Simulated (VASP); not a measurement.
# BaAs7 (Pm-3m) in VASP: relaxation of cell and atoms with PBE

Aim: the relaxation of cell and atoms of BaAs7 with PBE.

Everything below comes from runs of VASP 6.6.1. Logs are shortened: lines on timing, memory, paths and dates and some standing lists are left out, and cuts for length are marked.

**1. The cell of the first run**

Symmetry: Pm-3m, No. 221, cubic system. Conventional cell: a = 5.849 Å, b = 5.849 Å, c = 5.849 Å, α = 90.00°, β = 90.00°, γ = 90.00°. Ba (site symmetry m-3m) is surrounded by 6 As at 2.05 Å. Around As (site symmetry 4mm) lie 1 As at 1.74 Å. As (site symmetry m-3m) is surrounded by 24 As at 4.23 Å.

The cell was built by a generator and needn't be a form met in nature.

**2. Relaxation of cell and atoms, PBE (random cell by space group and Wyckoff sites (Pm-3m, No. 221))**

The input, INCAR:

```
SYSTEM = BaAs7
PREC     = Accurate       ! precision mode
ENCUT    = 600            ! plane-wave cutoff, eV
EDIFF    = 1E-6           ! SCF threshold, eV
ISMEAR   = 0              ! smearing method
SIGMA    = 0.1            ! smearing width, eV
LREAL    = .False.        ! projectors in reciprocal space
LASPH    = .True.         ! aspherical terms in the spheres
NELM     = 100            ! most SCF steps
ALGO     = Normal         ! electronic algorithm
ISIF     = 3              ! what is computed and relaxed
LWAVE    = .False.        ! write WAVECAR
LCHARG   = .False.        ! write CHGCAR
GGA      = PE             ! functional
IBRION   = 2              ! ionic algorithm
NSW      = 90             ! ionic steps
EDIFFG   = -0.04          ! ionic threshold
```

The input, KPOINTS:

```
regular mesh
0
Gamma
  4 4 4
  0 0 0
```

The input, POSCAR:

```
BaAs7
1.0
    5.8491550000      0.0000000000      0.0000000000
    0.0000000000      5.8491550000      0.0000000000
    0.0000000000      0.0000000000      5.8491550000
Ba As
1 7
Direct
    0.5000000000      0.5000000000      0.5000000000
    0.1487866900      0.5000000000      0.5000000000
    0.8512133100      0.5000000000      0.5000000000
    0.5000000000      0.1487866900      0.5000000000
    0.5000000000      0.8512133100      0.5000000000
    0.5000000000      0.5000000000      0.1487866900
    0.5000000000      0.5000000000      0.8512133100
    0.0000000000      0.0000000000      0.0000000000
```

Potentials or basis: VASP PAW PBE potentials, release 64 (Ba_sv, As).

Command:

```bash
$ cat potpaw_PBE.64/Ba_sv/POTCAR potpaw_PBE.64/As/POTCAR > POTCAR
$ mpirun -np 1 vasp_std > vasp.out
```

OUTCAR:

```text
SYSTEM = BaAs7
   PREC = Accurate
   ENCUT = 600
   EDIFF = 1E-6
   ISMEAR = 0
   LREAL = .False.
   LASPH = .True.
   NELM = 100
   ISIF = 3
   GGA = PE
   IBRION = 2
   NSW = 90
   EDIFFG = -0.04

 ion  position               nearest neighbor table
   1  0.500  0.500  0.500-   2 2.05   3 2.05   4 2.05   5 2.05   6 2.05   7 2.05   2 3.79   4 3.79
                             6 3.79   7 3.79   5 3.79   3 3.79
   2  0.149  0.500  0.500-   3 1.74   1 2.05   4 2.91   5 2.91   6 2.91   7 2.91   1 3.79
   3  0.851  0.500  0.500-   2 1.74   1 2.05   4 2.91   5 2.91   6 2.91   7 2.91   1 3.79
   4  0.500  0.149  0.500-   5 1.74   1 2.05   3 2.91   2 2.91   6 2.91   7 2.91   1 3.79
   5  0.500  0.851  0.500-   4 1.74   1 2.05   3 2.91   2 2.91   6 2.91   7 2.91   1 3.79
   6  0.500  0.500  0.149-   7 1.74   1 2.05   3 2.91   4 2.91   5 2.91   2 2.91   1 3.79
   7  0.500  0.500  0.851-   6 1.74   1 2.05   3 2.91   4 2.91   5 2.91   2 2.91   1 3.79
   8  0.000  0.000  0.000-

  LATTYP: Found a simple cubic cell.
 ALAT       =     5.8491550000

  Lattice vectors:

 A1 = (   5.8491550000,   0.0000000000,   0.0000000000)
 A2 = (   0.0000000000,   5.8491550000,   0.0000000000)
 A3 = (   0.0000000000,   0.0000000000,   5.8491550000)

Analysis of symmetry for initial positions (statically):
=====================================================================
 Subroutine PRICEL returns:
 Original cell was already a primitive cell.

 Routine SETGRP: Setting up the symmetry group for a
 simple cubic supercell.

 Subroutine GETGRP returns: Found 48 space group operations
 (whereof 48 operations were pure point group operations)
 out of a pool of 48 trial point group operations.

The static configuration has the point symmetry O_h .

Analysis of symmetry for dynamics (positions and initial velocities):
=====================================================================
 Subroutine PRICEL returns:
 Original cell was already a primitive cell.

 Routine SETGRP: Setting up the symmetry group for a
 simple cubic supercell.

 Subroutine GETGRP returns: Found 48 space group operations
 (whereof 48 operations were pure point group operations)
 out of a pool of 48 trial point group operations.

The dynamic configuration has the point symmetry O_h .

 Subroutine INISYM returns: Found 48 space group operations
 (whereof 48 operations are pure point group operations),
 and found     1 'primitive' translations

----------------------------------------------------------------------------------------

                                     Primitive cell

  volume of cell :     200.1149

  direct lattice vectors                    reciprocal lattice vectors
     5.849155000  0.000000000  0.000000000     0.170964866  0.000000000  0.000000000
     0.000000000  5.849155000  0.000000000     0.000000000  0.170964866  0.000000000
     0.000000000  0.000000000  5.849155000     0.000000000  0.000000000  0.170964866

  length of vectors
     5.849155000  5.849155000  5.849155000     0.170964866  0.170964866  0.170964866

  position of ions in fractional coordinates (direct lattice)
     0.500000000  0.500000000  0.500000000
     0.148786690  0.500000000  0.500000000
     0.851213310  0.500000000  0.500000000
     0.500000000  0.148786690  0.500000000
     0.500000000  0.851213310  0.500000000
     0.500000000  0.500000000  0.148786690
     0.500000000  0.500000000  0.851213310
     0.000000000  0.000000000  0.000000000

  ion indices of the primitive-cell ions
   primitive index   ion index
                 1           1
                 2           2
                 3           3
                 4           4
                 5           5
                 6           6
                 7           7
                 8           8

----------------------------------------------------------------------------------------

 KPOINTS: regular mesh

Automatic generation of k-mesh.
 Grid dimensions read from file:
 generate k-points for:    4    4    4

 Generating k-lattice:

  Cartesian coordinates                     Fractional coordinates (reciprocal lattice)
     0.042741216  0.000000000  0.000000000     0.250000000  0.000000000  0.000000000
     0.000000000  0.042741216  0.000000000     0.000000000  0.250000000  0.000000000
     0.000000000  0.000000000  0.042741216     0.000000000  0.000000000  0.250000000

  Length of vectors
     0.042741216  0.042741216  0.042741216

  Shift w.r.t. Gamma in fractional coordinates (k-lattice)
     0.000000000  0.000000000  0.000000000

 Subroutine IBZKPT returns following result:
 ===========================================

 Found     10 irreducible k-points:

 Following reciprocal coordinates:
            Coordinates               Weight
  0.000000  0.000000  0.000000      1.000000
  0.250000  0.000000  0.000000      6.000000
  0.500000  0.000000  0.000000      3.000000
  0.250000  0.250000  0.000000     12.000000
  0.500000  0.250000  0.000000     12.000000
  0.500000  0.500000  0.000000      3.000000
  0.250000  0.250000  0.250000      8.000000
  0.500000  0.250000  0.250000     12.000000
  0.500000  0.500000  0.250000      6.000000
  0.500000  0.500000  0.500000      1.000000
   k-points           NKPTS =     10   k-points in BZ     NKDIM =     10   number of bands    NBANDS=     27
   number of dos      NEDOS =    301   number of ions     NIONS =      8
   total plane-waves  NPLWV = 110592
   dimension x,y,z NGX =    48 NGY =   48 NGZ =   48
   dimension x,y,z NGXF=    96 NGYF=   96 NGZF=   96
   ions per type =               1   7
   NGX,Y,Z   is equivalent  to a cutoff of  13.64, 13.64, 13.64 a.u.
   NGXF,Y,Z  is equivalent  to a cutoff of  27.29, 27.29, 27.29 a.u.
 SYSTEM =  BaAs7
   PREC   = accura    normal or accurate (medium, high low for compatibility)
   ISTART =      0    job   : 0-new  1-cont  2-samecut
   ICHARG =      2    charge: 1-file 2-atom 10-const
   ISPIN  =      1    spin polarized calculation?
   LNONCOLLINEAR =      F non collinear calculations
   LSORBIT =      F    spin-orbit coupling
   LASPH  =      T    aspherical Exc in radial PAW
   ENCUT  =  600.0 eV  44.10 Ry    6.64 a.u.  11.68 11.68 11.68*2*pi/ulx,y,z
   NELM   =    100;   NELMIN=  2; NELMDL= -5     # of ELM steps
   EDIFF  = 0.1E-05   stopping-criterion for ELM
   LREAL  =      F    real-space projection
   EDIFFG = -.4E-01   stopping-criterion for IOM
   NSW    =     90    number of steps for IOM
   IBRION =      2    ionic relax: 0-MD 1-quasi-New 2-CG
   NFREE  =      1    steps in history (QN), initial steepest desc. (CG)
   ISIF   =      3    stress and relaxation
   ISYM   =      2    0-nonsym 1-usesym 2-fastsym
   POTIM  = 0.5000    time-step for ionic-motion
   TEBEG  =    0.0;   TEEND  =   0.0 temperature during run
   PSTRESS=    0.0 pullay stress
   NELECT =      45.0000    total number of electrons
   NUPDOWN=      -1.0000    fix difference up-down
   EMIN   =  10.00;   EMAX   =-10.00  energy-range for DOS
   EFERMI =   0.00;   METHOD = LEGACY
   ISMEAR =     0;   SIGMA  =   0.10  broadening in eV -4-tet -1-fermi 0-gaus
   EFERMI_NEDOS =   21; number of points for ismear=-14 and -15
   IALGO  =     38    algorithm
   IMIX   =      4    mixing-type and parameters
     AMIX     =   0.40;   BMIX     =  1.00
     AMIX_MAG =   1.60;   BMIX_MAG =  1.00
  volume/ion in A,a.u.               =      25.01       168.81
  Fermi-wavevector in a.u.,A,eV,Ry     =   0.995526  1.881271 13.484349  0.991072
  Thomas-Fermi vector in A             =   2.127552
   LORBIT       =      0    0 simple, 1 ext, 2 COOP (PROOUT), +10 PAW based schemes
   GGA     = PE    functional components
   LHFCALC =     F    Hartree Fock is set to
   AEXX    =    0.0000 exact exchange contribution
   IVDW    =     0    specifies the selected vdW correction
   LEPSILON=     F    determine dielectric tensor
   LRPA    =     F    only Hartree local field effects (RPA)
 conjugate gradient relaxation of ions
 non-spin polarized calculation
 Gauss-broadening in eV      SIGMA  =   0.10
  energy-cutoff  :      600.00
  volume of cell :      200.11
 maximum number of plane-waves:      6704
 NGX is ok and might be reduce to    48
   NGX = 23   NGY = 23   NGZ = 23

--------------------------------------- Ionic step        1  -------------------------------------------

 number of electron      44.9999997 magnetization

 Free energy of the ion-electron system (eV)
  ---------------------------------------------------
  ext. energy  EPLUGINS =         0.00000000
  ---------------------------------------------------
  free energy    TOTEN  =        22.91648591 eV

  energy without entropy =       22.98305174  energy(sigma->0) =       22.94976882

 E-fermi :   3.6771     XC(G=0):  -8.8411

 val. band max:        3.6670664685   @ k =   0.5000   0.2500   0.0000
 cond. band min:       3.7442981236   @ k =   0.5000   0.2500   0.0000
 fundamental gap:      0.0772316550
 Fermi energy:         3.6770664408

 k-point     1 :       0.0000    0.0000    0.0000
  band No.  band energies     occupation
      1     -27.9903      2.00000
      2     -15.6977      2.00000
      3     -15.6977      2.00000
      4     -15.6977      2.00000
      5     -11.7793      2.00000
      6     -11.7793      2.00000
[... 408 lines left out ...]
  FREE ENERGIE OF THE ION-ELECTRON SYSTEM (eV)
  ---------------------------------------------------
  free  energy   TOTEN  =       -14.2731563719 eV

  energy  without entropy=      -13.9675224631  energy(sigma->0) =      -14.12033942

[... ionic steps 4 to 17 ...]

--------------------------------------- Ionic step       18  -------------------------------------------

 number of electron      45.0000070 magnetization

------------------------ aborting loop because EDIFF is reached ----------------------------------------

  FORCE on cell =-STRESS in cart. coord.  units (eV):
  Direction    XX          YY          ZZ          XY          YZ          ZX
  --------------------------------------------------------------------------------------
  -------------------------------------------------------------------------------------
  Total       -0.2655925     -0.2655925     -0.2655925      0.0000000     -0.0000000      0.0000000
  in kB       -0.6676520     -0.6676520     -0.6676520      0.0000000     -0.0000000      0.0000000
  external PRESSURE =      -0.6676520 kB  Pullay stress =       0.0000000 kB
[... 69 lines left out ...]
  energy  without entropy=      -26.8758118881  energy(sigma->0) =      -26.97378497

--------------------------------------- Ionic step       20  -------------------------------------------

 number of electron      45.0000069 magnetization

 Free energy of the ion-electron system (eV)
  ---------------------------------------------------
  ext. energy  EPLUGINS =         0.00000000
  ---------------------------------------------------
  free energy    TOTEN  =       -27.07972824 eV

  energy without entropy =      -26.88304607  energy(sigma->0) =      -26.98138716

 E-fermi :  -1.8808     XC(G=0):  -4.8199

 val. band max:       -1.8807718738   @ k =   0.5000   0.2500   0.2500
 cond. band min:      -1.8792373752   @ k =   0.2500   0.2500   0.0000
 fundamental gap:      0.0015344987
 Fermi energy:        -1.8807509093

 k-point     1 :       0.0000    0.0000    0.0000
  band No.  band energies     occupation
      1     -30.2489      2.00000
      2     -15.5981      2.00000
      3     -15.5981      2.00000
      4     -15.5981      2.00000
      5     -14.3921      2.00000
      6     -14.3488      2.00000
[... 324 lines left out ...]
  FREE ENERGIE OF THE ION-ELECTRON SYSTEM (eV)
  ---------------------------------------------------
  free  energy   TOTEN  =       -27.0797282394 eV

  energy  without entropy=      -26.8830460710  energy(sigma->0) =      -26.98138716

 reached required accuracy - stopping structural energy minimisation
```

Run time: 11 min. Hardware: 1 thread of Intel Xeon 6975P-C (Granite Rapids), shared host; peak memory 0.37 GiB.

Results:

```yaml
Free_energy: -27.0797 eV
Relaxed_volume: 79.45 Å³/atom
Relaxed_cell: a = 8.598 Å, b = 8.598 Å, c = 8.598 Å, α = 90.00°, β = 90.00°, γ = 90.00°
Space_group_after_relaxing_to_0.05_Å: Pm-3m (No. 221)
Energy_gained_by_relaxing: 6249.5 meV/atom
Ionic_steps: 20
Pressure_after_relaxing: 0.0 GPa
Band_gap_on_the_k_mesh: none (metal or under the smearing width)
```

The path:
| step | energy change (eV) | largest force (eV/Å) | pressure (GPa) | volume (Å³) |
| --- | --- | --- | --- | --- |
| 1 | 0.0000 | 4.5848 | 101.38 | 200.11 |
| 2 | -36.5689 | 0.3092 | -1.14 | 1097.66 |
| 3 | -37.1896 | 0.5923 | -1.18 | 1016.63 |
| 4 | -37.7717 | 0.9152 | -1.20 | 945.58 |
| 5 | -40.5521 | 5.3996 | 2.97 | 480.45 |
| 6 | -40.2560 | 3.3012 | -0.57 | 655.59 |
| 7 | -40.7129 | 4.2707 | 0.45 | 577.04 |
| 8 | -40.7528 | 4.4825 | 0.77 | 561.01 |
| 9 | -45.7430 | 4.2793 | -1.47 | 609.71 |
| 10 | -45.6679 | 11.8619 | 4.06 | 726.78 |
| 11 | -48.5565 | 3.3297 | -1.59 | 639.86 |
| 12 | -49.9053 | 0.6949 | -0.08 | 682.40 |
| 13 | -49.9348 | 0.5236 | -0.57 | 673.72 |
| 14 | -49.9469 | 0.1548 | -0.42 | 676.55 |
| 15 | -49.9407 | 0.1888 | -0.28 | 679.00 |
| 16 | -49.9747 | 0.0725 | -0.21 | 662.32 |
| 17 | -49.9953 | 0.0951 | -0.08 | 638.74 |
| 18 | -49.9954 | 0.1052 | -0.07 | 637.35 |
| 19 | -49.9882 | 0.3352 | 0.22 | 630.20 |
| 20 | -49.9962 | 0.0007 | 0.00 | 635.57 |

Final structure:
```yaml
crystal:
  lattice:
    - [8.59782, 0.00000, 0.00000]
    - [0.00000, 8.59782, 0.00000]
    - [0.00000, 0.00000, 8.59782]
  atoms:
    - { symbol: Ba, position: [0.50000, 0.50000, 0.50000] }
    - { symbol: As, position: [0.12445, 0.50000, 0.50000] }
    - { symbol: As, position: [0.87555, 0.50000, 0.50000] }
    - { symbol: As, position: [0.50000, 0.12445, 0.50000] }
    - { symbol: As, position: [0.50000, 0.87555, 0.50000] }
    - { symbol: As, position: [0.50000, 0.50000, 0.12445] }
    - { symbol: As, position: [0.50000, 0.50000, 0.87555] }
    - { symbol: As, position: [0.00000, 0.00000, 0.00000] }
```

Levels at points of the mesh, in eV from the Fermi level:
```
           k point  band 20  band 21  band 22  band 23  band 24  band 25  band 26  band 27
(0.00, 0.00, 0.00)    -2.09    -0.35    -0.35    -0.35     0.01     0.01     0.01     1.31
(0.50, 0.00, 0.00)    -2.09    -0.35    -0.02     0.00     0.00     0.39     0.63     0.63
(0.50, 0.50, 0.00)    -1.90    -0.01    -0.01     0.39     0.46     0.67     0.67     0.81
(0.50, 0.50, 0.50)    -1.90     0.00     0.00     0.00     0.53     0.53     0.53     0.81
```

Caveat: the volume moved by over 15 % at a fixed basis, so the end points are rough.
